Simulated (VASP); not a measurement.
These are LDA (Ceperley-Alder, Perdew-Zunger), VASP's LDA PAW potentials (set 64) (plane waves; VASP) values and carry that method's errors.

VASP input:

**INCAR**
```
ALGO=Normal
EDIFF=1E-6
EDIFFG=-0.02
ENCUT=500
IBRION=2
ISIF=3
ISMEAR=1
LASPH=.True.
LCHARG=.False.
LMAXMIX=4
LREAL=.False.
LWAVE=.False.
NELM=100
NSW=40
PREC=Accurate
PSTRESS=200
SIGMA=0.1
SYSTEM=Mo3Si
```

**POSCAR**
```
Mo3Si
1
    4.7862260228     0.0000000000     0.0000000000
    0.0000000000     4.7862260228     0.0000000000
    0.0000000000     0.0000000000     4.7862260228
Si Mo
2 6
Direct
  0.5000000000   0.5000000000   0.5000000000
  0.0000000000   0.0000000000   0.0000000000
  0.2500000000   0.0000000000   0.5000000000
  0.5000000000   0.2500000000   0.0000000000
  0.5000000000   0.7500000000   0.0000000000
  0.7500000000   0.0000000000   0.5000000000
  0.0000000000   0.5000000000   0.7500000000
  0.0000000000   0.5000000000   0.2500000000
```

### KPOINTS
```
K-points
0
G
7 7 7
```

POTCAR, in this order: Si Mo_sv (LDA.64 set). Program: vasp_std.

The resulting files:

### OSZICAR
```
       N       E                     dE             d eps       ncg     rms          rms(c)
DAV:   1     0.119088557259E+04    0.11909E+04   -0.53738E+04  2200   0.169E+03
DAV:   2    -0.338813696731E+02   -0.12248E+04   -0.11959E+04  2326   0.556E+02
DAV:   3    -0.905365277428E+02   -0.56655E+02   -0.55110E+02  2824   0.110E+02
DAV:   4    -0.917186346728E+02   -0.11821E+01   -0.11675E+01  2664   0.135E+01
DAV:   5    -0.917398257810E+02   -0.21191E-01   -0.21157E-01  2594   0.179E+00    0.524E+01
DAV:   6    -0.879790567600E+02    0.37608E+01   -0.12821E+01  2477   0.177E+01    0.154E+01
DAV:   7    -0.876252739079E+02    0.35378E+00   -0.92744E-01  2706   0.457E+00    0.387E+00
DAV:   8    -0.875684910425E+02    0.56783E-01   -0.12402E-01  2497   0.127E+00    0.555E-01
DAV:   9    -0.875674802940E+02    0.10107E-02   -0.65298E-03  2617   0.312E-01    0.306E-01
DAV:  10    -0.875672937364E+02    0.18656E-03   -0.76355E-04  2701   0.181E-01    0.977E-02
DAV:  11    -0.875673019206E+02   -0.81841E-05   -0.18518E-05  2522   0.233E-02    0.260E-02
DAV:  12    -0.875673005676E+02    0.13530E-05   -0.54796E-06  2533   0.140E-02    0.494E-03
DAV:  13    -0.875673005933E+02   -0.25670E-07   -0.15147E-07  1513   0.183E-03
   1 F= -.73880592E+02 E0= -.73879916E+02  d E =-.738806E+02
       N       E                     dE             d eps       ncg     rms          rms(c)
DAV:   1    -0.102378765593E+03   -0.14811E+02   -0.49606E+02  2207   0.155E+02    0.825E+01
DAV:   2    -0.857912540417E+02    0.16588E+02   -0.49027E+01  2207   0.445E+01    0.824E+00
DAV:   3    -0.847610237028E+02    0.10302E+01   -0.59711E+00  2507   0.139E+01    0.127E+01
DAV:   4    -0.848201024018E+02   -0.59079E-01   -0.12276E+00  2348   0.342E+00    0.186E+00
DAV:   5    -0.847930643928E+02    0.27038E-01   -0.12214E-01  2419   0.209E+00    0.125E+00
DAV:   6    -0.847803184420E+02    0.12746E-01   -0.53201E-02  2531   0.767E-01    0.443E-01
DAV:   7    -0.847796055397E+02    0.71290E-03   -0.12552E-02  2605   0.477E-01    0.950E-02
DAV:   8    -0.847795913288E+02    0.14211E-04   -0.17994E-04  2544   0.671E-02    0.702E-02
DAV:   9    -0.847795726812E+02    0.18648E-04   -0.53453E-05  2059   0.218E-02    0.316E-02
DAV:  10    -0.847795713796E+02    0.13015E-05   -0.12993E-05  2077   0.127E-02    0.441E-03
DAV:  11    -0.847795713447E+02    0.34930E-07   -0.31562E-07  1450   0.286E-03
   2 F= -.72735483E+02 E0= -.72734307E+02  d E =0.114511E+01
       N       E                     dE             d eps       ncg     rms          rms(c)
DAV:   1    -0.983590404113E+02   -0.13579E+02   -0.31702E+02  2214   0.128E+02    0.381E+01
DAV:   2    -0.875789533374E+02    0.10780E+02   -0.39165E+01  2214   0.367E+01    0.102E+01
DAV:   3    -0.872498353679E+02    0.32912E+00   -0.36333E+00  2529   0.106E+01    0.344E+00
DAV:   4    -0.872564489209E+02   -0.66136E-02   -0.21102E-01  2394   0.162E+00    0.147E+00
DAV:   5    -0.872850385688E+02   -0.28590E-01   -0.87046E-02  2427   0.147E+00    0.123E+00
DAV:   6    -0.872889939092E+02   -0.39553E-02   -0.25371E-03  2614   0.226E-01    0.589E-01
DAV:   7    -0.872905249385E+02   -0.15310E-02   -0.19744E-03  2483   0.157E-01    0.705E-02
DAV:   8    -0.872905098114E+02    0.15127E-04   -0.69914E-05  2350   0.298E-02    0.251E-02
DAV:   9    -0.872905086314E+02    0.11800E-05   -0.42132E-06  2086   0.926E-03    0.506E-03
DAV:  10    -0.872905085398E+02    0.91624E-07   -0.15076E-06  1595   0.478E-03
   3 F= -.73983275E+02 E0= -.73982792E+02  d E =-.102683E+00
       N       E                     dE             d eps       ncg     rms          rms(c)
DAV:   1    -0.872758956339E+02    0.14613E-01   -0.49087E-02  2249   0.156E+00    0.608E-01
DAV:   2    -0.872742123874E+02    0.16832E-02   -0.56445E-03  2249   0.448E-01    0.816E-02
DAV:   3    -0.872741420717E+02    0.70316E-04   -0.57266E-04  2564   0.132E-01    0.800E-02
DAV:   4    -0.872741484504E+02   -0.63787E-05   -0.11020E-04  2335   0.298E-02    0.142E-02
DAV:   5    -0.872741463029E+02    0.21475E-05   -0.17857E-05  2382   0.236E-02    0.163E-02
DAV:   6    -0.872741468302E+02   -0.52732E-06   -0.75870E-07  1394   0.405E-03
   4 F= -.73983493E+02 E0= -.73983026E+02  d E =-.102901E+00
```

OUTCAR:
```
------------------------ aborting loop because EDIFF is reached ----------------------------------------
  FORCE on cell =-STRESS in cart. coord.  units (eV):
  Direction    XX          YY          ZZ          XY          YZ          ZX
  --------------------------------------------------------------------------------------
  Total       13.2465889     13.2465889     13.2465889      0.0000000      0.0000000      0.0000000
  in kB      199.3368964    199.3368964    199.3368964      0.0000000      0.0000000      0.0000000
  external PRESSURE =      -0.6631036 kB  Pullay stress =     200.0000000 kB
  volume of cell :      106.47
      direct lattice vectors                 reciprocal lattice vectors
     4.739606822 -0.000000000  0.000000000     0.210987965  0.000000000 -0.000000000
     0.000000000  4.739606822  0.000000000     0.000000000  0.210987965  0.000000000
     0.000000000 -0.000000000  4.739606822    -0.000000000 -0.000000000  0.210987965
 POSITION                                       TOTAL-FORCE (eV/Angst)
 -----------------------------------------------------------------------------------
      2.36980      2.36980      2.36980        -0.000000     -0.000000      0.000000
      4.73961     -0.00000      0.00000        -0.000000     -0.000000      0.000000
      1.18490      4.73961      2.36980        -0.000000      0.000000     -0.000000
      2.36980      1.18490      0.00000         0.000000     -0.000000      0.000000
      2.36980      3.55471      4.73961         0.000000      0.000000     -0.000000
      3.55471      4.73961      2.36980         0.000000      0.000000      0.000000
      0.00000      2.36980      3.55471         0.000000     -0.000000      0.000000
      0.00000      2.36980      1.18490         0.000000      0.000000     -0.000000
 -----------------------------------------------------------------------------------
    total drift:                                0.000000      0.000000      0.000000
  FREE ENERGIE OF THE ION-ELECTRON SYSTEM (eV)
  ---------------------------------------------------
  free  energy   TOTEN  =       -87.2741468302 eV

  energy  without entropy=      -87.2727485284  energy(sigma->0) =      -87.27368073
  enthalpy is  TOTEN    =       -73.9834925525 eV   P V=       13.2906542777

 reached required accuracy - stopping structural energy minimisation
```
(Selected blocks of OUTCAR.)

**CONTCAR**
```
Mo3Si
   1.00000000000000
     4.7396068223395540   -0.0000000000000000    0.0000000000000000
     0.0000000000000000    4.7396068223395540    0.0000000000000000
     0.0000000000000000   -0.0000000000000000    4.7396068223395540
  Si              Mo
     2     6
Direct
     0.5000000000000000    0.5000000000000000    0.5000000000000000
     1.0000000000000000    0.0000000000000000    0.0000000000000000
     0.2500000000000000    1.0000000000000000    0.5000000000000000
     0.5000000000000000    0.2500000000000000    0.0000000000000000
     0.5000000000000000    0.7500000000000000    1.0000000000000000
     0.7500000000000000    1.0000000000000000    0.5000000000000000
     0.0000000000000000    0.5000000000000000    0.7500000000000000
     0.0000000000000000    0.5000000000000000    0.2500000000000000
```

Energy and stress use the plane-wave basis of the starting cell.

The compound is Mo3Si in the A15 structure. This run relaxes it under an external pressure of 20 GPa. Symmetry was kept, so distortions that lower it aren't found.
